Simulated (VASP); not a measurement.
Here is the system:

```
CELL_PARAMETERS angstrom
     -2.86350     2.84118     1.59930
      2.86350    -2.84118     1.59930
      2.86350     2.84118    -1.59930
ATOMIC_POSITIONS crystal
  Sn 0.25000 0.75000 0.50000
  Sn 0.00000 0.00561 0.00561
```

Method: PBE GGA, VASP's PBE PAW potentials (set 64) (plane waves; VASP). Numerical set-up: 400 eV cut-off, 12×12×12 Γ-centred mesh, Gaussian smearing of 0.30 eV, potentials Sn_d.

**Question.** Give the force on each atom (eV/Å).

**Answer.** 
```tsv
atom	Fx	Fy	Fz
Sn1	0.155	0.000	-0.028
Sn2	-0.155	0.000	0.028
```

**Question.** Give the stress tensor in GPa (positive for a compressed cell).

**Answer.** 
```
5.85  0.00  0.29
0.00  6.88  0.00
0.29  0.00  3.16
```
The pressure is its mean diagonal, 5.30 GPa.

The compound is Sn in the beta structure. The cell was not relaxed at this level. The run is one of a series of settings (ISMEAR = 0, SIGMA = 0.3 against the base run), some of them coarse on purpose.
